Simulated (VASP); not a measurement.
Here is the system:

```
CELL_PARAMETERS angstrom
     -1.63710     1.63710     3.99330
      1.63710    -1.63710     3.99330
      1.63710     1.63710    -3.99330
ATOMIC_POSITIONS crystal
  Si 0.66500 0.66500 0.00000
  Si 0.33500 0.33500 0.00000
  W  0.00000 0.00000 0.00000
```

These are PBE GGA + U (Dudarev), VASP's PBE PAW potentials (set 64) (plane waves; VASP) values and carry that method's errors. Run with 400 eV cut-off, 12×12×12 Γ-centred mesh, first-order Methfessel-Paxton smearing of 0.10 eV, potentials Si W_sv, U − J: W 2.00 eV.

Problem. Give the stress tensor in GPa (positive for a compressed cell).

Solution. 
```
-6.42   0.00   0.00
 0.00  -6.42   0.00
 0.00   0.00  -7.93
```
The pressure is its mean diagonal, -6.92 GPa.

The compound is WSi2 in the MoSi2 type structure. The cell was not relaxed at this level. The run is one of a series of settings (LDAU = .TRUE., LDAUJ = 0 0, LDAUL = -1 2, LDAUTYPE = 2, LDAUU = 0 2.0 against the base run), some of them coarse on purpose.
